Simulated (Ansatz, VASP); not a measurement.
# WC (Qusongite): VASP beside Ansatz, part 2 of 2

One calculation is typed for both programs; each brings its own data sets. How far apart do they land? The cell is taken from a series of runs on this material, whose earlier steps may have relaxed, scaled, displaced or heated it; both programs get it as it stands.

VASP 6.6.1 and Ansatz 0.2.0.

So far: Set-up; VASP: zone-centre phonons, PBEsol.

## Step 3: Ansatz: zone-centre phonons, PBEsol

Level of this step: Ansatz beside VASP: Kohn-Sham DFT, plane waves, PBEsol (Ansatz).

Ansatz runs on its PAW soft_1 files.

The same cell, functional, mesh and smearing now go to Ansatz, which takes its cutoff from its data sets.

The input, input.yaml:

```yaml
crystal:
  lattice:
    - [2.8985955519, 0.0, 0.0]
    - [-1.449297776, 2.5102573832, 0.0]
    - [0.0, 0.0, 2.8280967183]
  atoms:
    - { symbol: W, position: [0.0, 0.0, 0.0] }
    - { symbol: C, position: [0.6666666667, 0.3333333333, 0.5] }
kpoints:
  mp_grid: { grid: [18, 18, 16] }
hamiltonian:
  xc: pbesol
  pseudopotentials: { kind: paw, azcp: { folder: soft_1 }, xc_functional: pbe }
scf:
  occupations: { method: methfessel_paxton, width: 0.2 }
  lower_state_search: "off"
output:
  eigenvalues: true
phonons:
  method: dfpt
  qmesh: [3, 3, 4]
  temperatures: { t_max: 1000, t_step: 50 }
  qpath:
    path:
      - [[0.0, 0.0, 0.0], [0.5, 0.0, 0.0], [0.33333333, 0.33333333, 0.0], [0.0, 0.0, 0.0], [0.0, 0.0, 0.5], [0.5, 0.0, 0.5], [0.33333333, 0.33333333, 0.5], [0.0, 0.0, 0.5]]
      - [[0.5, 0.0, 0.5], [0.5, 0.0, 0.0]]
      - [[0.33333333, 0.33333333, 0.0], [0.33333333, 0.33333333, 0.5]]
    npoints: 10
```

Run with:

```console
> ansatz run input.yaml --threads 18 --pin off --max-ram 92160MiB --backend cuda --events-out ev --progress --plain --runs-dir out --max-vram 78GiB
```

Numbers of over 12 decimals in the logs are rounded to 6 here.

Output:

```text
Warning: phonons: the dynamical matrix that this run interpolates holds no multipole term above the dipole-dipole one, and a site of this crystal is no centre of inversion, so its interpolated transverse optical and acoustic branches and sound speeds can stay off near Gamma, and the density of states and the thermodynamics with them. What a run solves at a wave vector of phonons.qpoints, Gamma apart, where the deck admits one, is free of this, and under fd what a larger phonons.supercell samples
Engine: ansatz 0.2.0, aarch64-unknown-linux-gnu
Pseudopotentials: kind: paw
Pseudopotential: W, paw, valence charge 14, recommended cutoff 420 eV (normal), soft_1/W.paw.azcp
Pseudopotential: C, paw, valence charge 4, recommended cutoff 420 eV (normal), soft_1/C.paw.azcp
Functional definition: PBEsol
  exchange = pbesol_x
  correlation = pbesol_c
[...]
Crystal: 2 atoms, lattice volume = 20.578 Å³
Basis set: ecut = 420 eV, 405 PW (Γ), exchange–correlation on 40×40×40 points (8 copies of the dense FFT grid, shifted against one another)
Bands: 13, of which v1, the nominal top of the filled ones, is band 9 counted from 1 (8 counted from 0)
Symmetry: 12 space group operations
k-points: 333 of 5184 (time reversal used)
Non-local potential: W, projectors of the file, l = 0: 3, l = 1: 2, l = 2: 2, l = 3: 1
Non-local potential: C, projectors of the file, l = 0: 2, l = 1: 2, l = 2: 1
PAW form: soft (Blöchl's): semilocal exchange-correlation on the pseudo side does not see the compensation charge
PAW frozen core: W, regenerated for the run's functional, and the local potential with it (the file was generated under x = pbe(κ = 0.804, μ = 0.219515), c = pbe(β = 0.066725))
PAW frozen core: C, regenerated for the run's functional, and the local potential with it (the file was generated under x = pbe(κ = 0.804, μ = 0.219515), c = pbe(β = 0.066725))
PAW one-centre angular grid: W, 590 points (default); XC on 64 Gauss nodes
PAW one-centre angular grid: C, 110 points (default); XC on 64 Gauss nodes
Initial density: superposition of atomic densities (chi_scale 0.1, normalization cell, long waves kept (reshape's long-wave potential 0.00 eV rms))
Initial wavefunctions: pseudopotential atomic-orbital guess
[...]
Functional: x = pbesol(κ = 0.804, μ = 0.123457), c = pbesol(β = 0.046)
SCF iter   1: F=—  HF=-10505.938187 eV  |F-HF|=—  |Δ(HF+E_count)|=         —  Δρ=1.30e-1  dr2=4.66e0  ethr=3.10e-3  ⟨swp⟩=5.0  Hψ=22321  notcnv=0
preconditioner: auto → none  [metal: Δε(μ)=0.036 eV  Ē_g=10.866 eV  σ=0.200 eV  W_gap=0.15  n_scr=8 (ndim 8)  ℏωp=25.9 eV  f_vac=0.000  D(μ)=0.18/eV (n_scr^D=0)  sad-step TF]
SCF iter   2: F=—  HF=-10505.367210 eV  |F-HF|=—  |Δ(HF+E_count)|=   5.71e-1  S|Δr|=    0.00e0  Δρ=9.21e-2  dr2=2.42e0  ethr=3.10e-3  ⟨swp⟩=2.0  Hψ=8282  notcnv=0
[...]
SCF iter   9: F=-10504.746435 eV  HF=-10504.746435 eV  |F-HF|=1.82e-12  |Δ(HF+E_count)|=  1.46e-11  S|Δr|=    0.00e0  Δρ=5.35e-8  dr2=6.96e-13  ethr=1.00e-12  ⟨swp⟩=5.2  Hψ=16633  notcnv=0
SCF 1 converged in 9 iterations: F = -10504.746435 eV  dr2 = 6.96e-13
  greatest PAW one-centre occupation: 0.999 electrons in one spin orbital (limit 2), on the W atom at site 0 (counted from 0), in its partial waves of l = 0
[...]
iter 1 solved again at ethr=1.06e-9 eV; its pass at ethr=3.10e-3 eV (dr2=1.91e-7 eV) is discarded
SCF iter   1: F=—  HF=-10504.746435 eV  |F-HF|=—  |Δ(HF+E_count)|=         —  Δρ=1.18e-7  dr2=2.94e-12  ethr=1.06e-9  ⟨swp⟩=3.4  Hψ=37072  notcnv=0
preconditioner: auto → none  [metal: Δε(μ)=0.011 eV  Ē_g=10.186 eV  σ=0.200 eV  W_gap=0.05  n_scr=8 (ndim 8)  ℏωp=25.9 eV  f_vac=0.000  D(μ)=0.32/eV (n_scr^D=0)]
SCF iter   2: F=-10504.746435 eV  HF=-10504.746435 eV  |F-HF|=1.82e-12  |Δ(HF+E_count)|=  3.26e-10  S|Δr|=    0.00e0  Δρ=8.47e-8  dr2=1.66e-12  ethr=1.00e-12  ⟨swp⟩=5.3  Hψ=16042  notcnv=0
SCF 2 converged in 2 iterations: F = -10504.746435 eV  dr2 = 1.66e-12
phonons: the bands overlap, so this run is a metal and interpolates without the dipole-dipole term. If the crystal is really an insulator or semiconductor, its LO-TO splitting is missing
[...]
NSCF: frozen V_eff on 333 k-points, pencils in batches of 32, up to order 52
[...]
NSCF: frozen V_eff on 333 k-points
[...]
DFPT response loops at q = (0, 0, 0) (fractional): preconditioner auto → Kerker (q_TF=auto, 2.668 Å⁻¹) (partly filled bands, converged f_vac=0.000); β = 1.00, the filter's whole step (`scf.mixing.beta` (0.50) is not read by the response loops under this deck's `scf.mixing.preconditioner`; to damp them name `kerker` or `kerker_dos`, under which they read `scf.mixing.beta`, and type it under 1.00, their step now; both keys bind the ground state too); Anderson in place of MSR1; while a model of the screening serves, it and β = 1 on shorter waves in the place of filter and β
[...]
NSCF: frozen V_eff on 333 k-points
[...]
DFPT response loops at q = (0, 0, 0.25) (fractional): mixed as the last ones told, above
[...]
DFPT response loops at q = (0, 0, -0.5) (fractional): mixed as the last ones told, above
[...]
DFPT response loops at q = (0, 0.333333, 0) (fractional): mixed as the last ones told, above
[...]
DFPT response loops at q = (0, 0.333333, 0.25) (fractional): mixed as the last ones told, above
[...]
DFPT response loops at q = (0, 0.333333, -0.5) (fractional): mixed as the last ones told, above
[...]
DFPT response loops at q = (0.333333, 0.333333, 0) (fractional): mixed as the last ones told, above
[...]
DFPT response loops at q = (0.333333, 0.333333, 0.25) (fractional): mixed as the last ones told, above
[...]
DFPT response loops at q = (0.333333, 0.333333, -0.5) (fractional): mixed as the last ones told, above
SCF converged after 9 iterations
Stability not checked: this state was not tested for a lower state beside it, because cold or Methfessel-Paxton smearing, or corrected tetrahedra, fill the levels in a way that the test cannot read (fill_not_monotonic; see scf.lower_state_search)
Free energy (F): -10504.746435 eV
Harris-Foulkes:  -10504.746435 eV  (|F-HF|=1.82e-12)
Internal energy: -10504.746303 eV  (E = F + TS)
E sigma→0 (E₀):  -10504.746402 eV
Entropy (-TS):   -0.000132 eV (-0.066 meV/atom)
Fermi energy:    20.493507 eV
--- Per-component energies (eV) ---
  E_band       = -59.826044
  E_kinetic    = 509.813831
  E_local      = -597.755645  (includes V_loc(G=0)·N_el)
  E_nonlocal   = -0.109405
  E_hartree    = 245.349760
  E_xc         = -314.014497
  E_vxc        = -290.761964  (∫ρ·V_xc dr)
  E_paw        = -8546.956141  (= ΣΔE_a)
  E_vpaw       = -171.712563  (= ΣTr[D̂ρ^β])
  E_aug_tail   = 0.000165  (compensation charges beyond the density's cutoff)
  E_ewald      = -1801.317328
  E_core_change = 0.242958  (= ΣΔE_core)
  E_smearing   = -0.000132  (= −TS)
  E_closure    = 0.000000  (closes the sum)
  Σ components = -10504.746435   (vs F -10504.746435, Δ=0.00e0)
--- Band table (eV; the first three rows and the last of 333) ---
  k-point 0: bands = [... 5 lower, 16.1148, 17.1185, 17.1185, 20.6109, 23.7593, 23.7593, 26.1834, 26.1834]
  k-point 1: bands = [... 5 lower, 16.0731, 17.1627, 17.1627, 20.5908, 23.4037, 23.4037, 26.4038, 26.4038]
  k-point 2: bands = [... 5 lower, 15.8978, 17.2920, 17.2920, 20.6210, 22.6562, 22.6562, 26.7182, 26.7182]
  k-point 332: bands = [... 5 lower, 13.1814, 15.0623, 18.9128, 19.8366, 24.9554, 27.0016, 28.2028, 29.6778]
--- Phonons (Γ-DFPT): 4 representative perturbations + reference (Σ response iterations 13) ---
  ASR residual: 3.952e-5 → 0.000e0 eV/Å²; symmetrization residual: 1.067e-9 eV/Å²
  ASR residual per site (eV/Å²): 3.95e-5 1.34e-5
  Γ frequencies (cm⁻¹): 0.00 0.00 0.00 592.24 616.28 616.28
--- Phonons (arbitrary-q DFPT): 9 irreducible q on the 3×3×4 mesh ---
  q = [0.0000, 0.0000, 0.0000] (star 1, of the zone-centre solve; hermiticity 1.19e-10, symmetrization 3.39e-11): 0.00 0.00 0.00 592.24 616.28 616.28
  q = [0.0000, 0.0000, 0.2500] (star 2, 4 solved perturbations in 3488 linear systems a pass and spin channel, the states on 592 of 5184 k-point pairs; hermiticity 2.62e-10, symmetrization 1.31e-10): 124.61 124.61 208.45 582.03 582.03 710.05
  q = [0.0000, 0.0000, -0.5000] (star 1, 4 solved perturbations in 1962 linear systems a pass and spin channel, the states on 333 of 5184 k-point pairs; hermiticity 1.79e-10, symmetrization 8.96e-11): 178.75 178.75 286.14 548.57 548.57 756.46
  q = [0.0000, 0.3333, 0.0000] (star 6, 6 solved perturbations in 9234 linear systems a pass and spin channel, the states on 1539 of 5184 k-point pairs; hermiticity 4.79e-10, symmetrization 1.56e-12): 149.08 166.05 239.65 607.73 635.99 687.54
  q = [0.0000, 0.3333, 0.2500] (star 12, 6 solved perturbations in 16416 linear systems a pass and spin channel, the states on 2736 of 5184 k-point pairs; hermiticity 5.06e-10, symmetrization 1.25e-12): 180.44 206.04 242.98 608.65 638.36 700.65
  q = [0.0000, 0.3333, -0.5000] (star 6, 6 solved perturbations in 9234 linear systems a pass and spin channel, the states on 1539 of 5184 k-point pairs; hermiticity 4.13e-10, symmetrization 8.82e-13): 206.50 222.19 257.55 614.56 646.31 713.92
  q = [0.3333, 0.3333, 0.0000] (star 2, 4 solved perturbations in 3402 linear systems a pass and spin channel, the states on 576 of 5184 k-point pairs; hermiticity 2.60e-10, symmetrization 1.30e-10): 199.02 222.02 243.57 613.38 654.05 678.62
  q = [0.3333, 0.3333, 0.2500] (star 4, 4 solved perturbations in 6048 linear systems a pass and spin channel, the states on 1024 of 5184 k-point pairs; hermiticity 2.66e-10, symmetrization 1.33e-10): 220.47 226.36 231.24 655.71 655.75 660.61
  q = [0.3333, 0.3333, -0.5000] (star 2, 4 solved perturbations in 3402 linear systems a pass and spin channel, the states on 576 of 5184 k-point pairs; hermiticity 2.14e-10, symmetrization 1.07e-10): 219.67 220.46 246.35 660.95 668.09 686.67
  sum rule: each row above includes the acoustic sum rule's correction from the zone centre's row sums; it moved no ω² by more than (0.55 cm⁻¹)²
  mesh force constants: q→R imaginary residual 0.00e0; ASR residual 3.952e-5 → 0.000e0 eV/Å²; symmetrization residual 2.132e-14 eV/Å²
  interpolated dispersion: 93 rows × 6 modes
  density of states and harmonic sums: on the 24×24×24 q-mesh, interpolated from the force constants of a 3×3×4 supercell (no non-analytic term)
  largest difference from the sums on the solved wave vectors: F 1.63e-2 eV, S 2.35e-5 and C_V 7.16e-6 eV/K
  zero-point energy: 0.158780 eV/cell   skipped modes (ω ≤ 0): 3   left out of the sums: 3.62e-5 of the cell's modes: C_V's classical limit lies that fraction below 3 k_B per atom; for a crystal, a wire or a layer, F and S can be off by more, and a phonons.interpolated_qmesh denser along its periods is the remedy for the sampling
```

The column dr2 measures how far the density is from self-consistency, as an energy; F and HF (Harris–Foulkes) agree once it is small.

## Step 4: Side by side

Known differences besides the potentials themselves: VASP's run holds the zone centre alone; the data sets hold 18 valence electrons in Ansatz (on its PAW soft_1 files) and 10 in VASP; the cutoff is 420 eV in Ansatz and 600 eV in VASP; Ansatz makes its cores anew for this functional, VASP keeps those of its PBE data sets. Total energies have different zeros and are not compared.

The two programs side by side:

```
                  quantity  Ansatz   VASP  difference
     optical mode 1 (cm⁻¹)   592.2  599.2     -1.16 %
optical mode 2 to 3 (cm⁻¹)   616.3  623.5     -1.16 %
```

Modes are paired by rising frequency, not by their patterns, so a pair may set unlike modes beside each other; they are those without the splitting of longitudinal modes.

## Step 5: Results

```yaml
r_m_s_difference_of_the_optical_zone_centre_modes_each_program_s_sorted_by_frequency_zone_centre_phonons_pbesol: 7.1 cm⁻¹
difference_in_optical_mode_1_zone_centre_phonons_pbesol: -1.2 %
```

The r.m.s. difference of the optical zone-centre modes, each program's sorted by frequency is 7.1 cm⁻¹ (zone-centre phonons, PBEsol). The data sets hold unlike numbers of valence electrons (18 in Ansatz and 10 in VASP), so part of the differences comes from the potentials. Among the rows given in per cent, the largest difference of the zone-centre phonons, PBEsol pair is in optical mode 1, -1.2 %. How closely two codes agree says nothing of how well the functional describes the real material.

[Lines on the potential files, build, host, timing and source positions are cut from VASP's logs without a mark.]

[Logs are printed without paths, hosts, clocks, repeated set-up lines and the standing remarks that a program may print on its own settings, such as how far it seeks lower states.]

[Hosts, paths, dates, database ids (printed as entryN), source tags and the programs' standing remarks are cut or masked in the printed files.]
